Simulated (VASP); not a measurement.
A convergence study with VASP on GaAs (zinc blende): one setting is varied, all else stays as given below, so the limit is that of these other settings.

```xyz
2
Lattice="0.0000 2.8250 2.8250 2.8250 0.0000 2.8250 2.8250 2.8250 0.0000" Properties=species:S:1:pos:R:3 pbc="T T T"
Ga     0.0000     0.0000     0.0000
As     1.4125     1.4125     1.4125
```

All values below come from PBEsol GGA, VASP's PBE PAW potentials (set 64) (plane waves; VASP). The tightest run used: 550 eV cut-off, 13×13×13 Monkhorst-Pack mesh, Gaussian smearing of 0.050 eV, potentials Ga_d As.

```tsv
setting	E (eV/atom)	pressure (GPa)	irreducible k-points
1×1×1 mesh	4.5105	47.27	1
2×2×2 mesh	-4.4625	0.82	2
3×3×3 mesh	-4.2433	1.71	4
```

**Question.** These are the cheaper rows. Estimate the results at 13×13×13 mesh, and how far the last row shown lies from them.

**Answer.** 
```csv
quantity,tightest run,last row shown is off by
E (eV/atom),-4.5461,0.3028
pressure (GPa),0.49,1.22
```

Left out are rungs that failed or repeat a setting and relaxations that didn't move; long series are thinned to 24 rows.

The compound is GaAs in the zinc blende structure. The cell was not relaxed at this level.
